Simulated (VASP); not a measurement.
Computed with PBE GGA with D4 dispersion, VASP's PBE PAW potentials (set 64) (plane waves; VASP).

A VASP calculation is set up with these files.

POSCAR:
```
Ir
1
    0.0000000000     1.9200000000     1.9200000000
    1.9200000000     0.0000000000     1.9200000000
    1.9200000000     1.9200000000     0.0000000000
Ir
1
Direct
  0.0000000000   0.0000000000   0.0000000000
```

**INCAR**
```
NSW  =  60   # most ionic steps
EDIFFG  =  -0.01   # ionic stop
LWAVE  =  F
IBRION  =  2
LREAL  =  F   # projection in real space or not
GGA  =  PE
ISMEAR  =  1
PREC  =  Accurate
NELM  =  100   # most electronic steps
EDIFF  =  1E-6
LMAXMIX  =  6   # l cut-off of mixed one-centre charges
ISIF  =  3   # ions, shape and volume
SYSTEM  =  Ir
LASPH  =  T   # aspherical one-centre terms
ALGO  =  Normal   # blocked Davidson
IVDW  =  13
ENCUT  =  520   # plane-wave cut-off (eV)
LCHARG  =  F
SIGMA  =  0.1
```

KPOINTS:
```
Automatic mesh
0
Gamma
15 15 15
0 0 0
```

POTCAR, in this order: Ir (PBE.64 set). Program: vasp_std.

Unless said otherwise, spin-orbit coupling is left out, though it shifts the bands of the heavy elements here.

### Question
Predict the energy per atom (σ→0), dispersion energy, volume per atom, band gap (on the k-mesh).

### Answer

```yaml
energy per atom (σ→0): -9.768 eV/atom
dispersion_energy: -0.924 eV
band gap (on the k-mesh): none (metal, semimetal or under 0.01 eV)
volume_per_atom: 14.15 Å³/atom
```

File OSZICAR:
```
...
DAV:   5    -0.884234856747E+01   -0.79009E-08   -0.47757E-08  1056   0.254E-03
   2 F= -.97678254E+01 E0= -.97677059E+01  d E =0.731990E-04
       N       E                     dE             d eps       ncg     rms          rms(c)
DAV:   1    -0.884452304582E+01   -0.21745E-02   -0.93092E-03  2056   0.160E+00    0.147E-01
DAV:   2    -0.884430937363E+01    0.21367E-03   -0.53779E-04  2144   0.322E-01    0.525E-02
DAV:   3    -0.884428309212E+01    0.26282E-04   -0.11224E-04  2336   0.135E-01    0.166E-02
DAV:   4    -0.884428228899E+01    0.80312E-06   -0.24403E-06  2272   0.168E-02
   3 F= -.97679048E+01 E0= -.97677855E+01  d E =-.616889E-05
```

The compound is Ir in the fcc structure. This run relaxes it. Symmetry was kept, so distortions that lower it aren't found.
